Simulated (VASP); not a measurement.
# CdF2: energy against strain

CdF2 (fluorite, Fm-3m, 13.111 Å³/atom and stress up to 0.27 GPa in the relaxed cell, cube axes along x, y and z) under an equal strain ε along x and y, with z held. PBEsol in VASP (plane waves, PAW), 600 eV, 10×10×10 Γ-centred mesh, Gaussian smearing 0.05 eV; ions are relaxed, or left where forces stay under 0.02 eV/Å, within the symmetry of each cell.

Here s stands for strain and y for E less E0.

| strain (%) | E less E0 (meV/atom) |
|---|---|
| -1.50 | 5.36 |
| -1.00 | 2.48 |
| -0.50 | 0.70 |
| 0.00 | 0.00 |
| 0.50 | 0.34 |
| 1.00 | 1.70 |
| 1.50 | 4.01 |
| 3.00 | ? |

Problem. Fit y against s with a parabola, and predict the withheld value at s = 3.00.

Solution. Least squares gives y = 0.002 - 0.4264·s + 2.0824·s². Residuals (row less fit): 0.033, -0.031, -0.036, -0.002, 0.031, 0.042, -0.038; standard error 0.043 (degrees of freedom: 4). Twice the quadratic coefficient over the volume, 2 × 2.0824 meV × 10⁴ × 0.1602 / 13.111 Å³, is the elastic constants 2(C11 + C12) = 509 ± 5 GPa (± standard error of the fit, which holds the terms cut off). At the withheld row, y = 0.002 - 0.4264 × 3.0 + 2.0824 × 3.0² = 17.464 meV/atom. The calculation gives 16.37 meV/atom, 1.094 meV/atom below the prediction (6.7 % of the range of y in the table). The row lies outside the fitted rows, so this is an extrapolation. From the scatter of the fitted rows alone, a prediction at this place has a standard error of 0.165 meV/atom, so the miss is 6.6 times that.

A polynomial of degree 3 through the 12 other runs of the series gives 16.34 there, so most of the miss is curvature that the fit leaves out. Rows are the converged runs of the series near zero and its far end, less any whose ions stayed unrelaxed beside relaxed ones; series whose fitted rows scatter by over a few per cent of the range, as at a crossing or softening among them, aren't shown in this form. Most that stay on the fit to the last digits aren't either.
